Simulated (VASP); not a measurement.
Crystal: Y3Ge.

```
Y Ge
1.0
    -2.26539    2.26539    5.19702
     2.26539   -2.26539    5.19702
     2.26539    2.26539   -5.19702
Y Ge
3 1
Direct
  0.50000 0.50000 0.00000
  0.25000 0.75000 0.50000
  0.75000 0.25000 0.50000
  0.00000 0.00000 0.00000
```

The cell comes from a database or a generator and needn't be the stable form of this composition.

```yaml
Program: VASP 6.6.1
Task: relaxation of cell and atoms
Functional: BLYP
Potentials_or_basis: VASP PAW PBE potentials, release 64 (Y_sv, Ge_d)
Cutoff: 600 eV
k_mesh: 6 × 6 × 6
Occupations: fermi-dirac, width 0.05 eV
Spin: no spin polarisation
```

At the start: pressure 2.0 GPa; volume 26.67 Å³/atom.

**Question.** Where does the relaxation end?

**Answer.** Over 5 steps the energy falls by 7.1 meV/atom and the volume is 27.78 Å³/atom (+4.2 %); space group I4/mmm (No. 139, to 0.05 Å).

Step by step:
```
step  energy change (eV)  largest force (eV/Å)  pressure (GPa)  volume (Å³)
   1              0.0000                0.0000            1.98       106.68
   2             -0.0261                0.0000           -0.37       111.86
   3             -0.0269                0.0000           -0.03       111.07
   4             -0.0280                0.0000           -0.03       111.10
   5             -0.0284                0.0000           -0.01       111.13
```

Final structure:
```
Y Ge
1.0
    -2.28567    2.28567    5.31795
     2.28567   -2.28567    5.31795
     2.28567    2.28567   -5.31795
Y Ge
3 1
Direct
  0.50000 0.50000 0.00000
  0.25000 0.75000 0.50000
  0.75000 0.25000 0.50000
  0.00000 0.00000 0.00000
```

Caveat: the PAW data sets were made with another functional, which shifts forces and pressure a little.
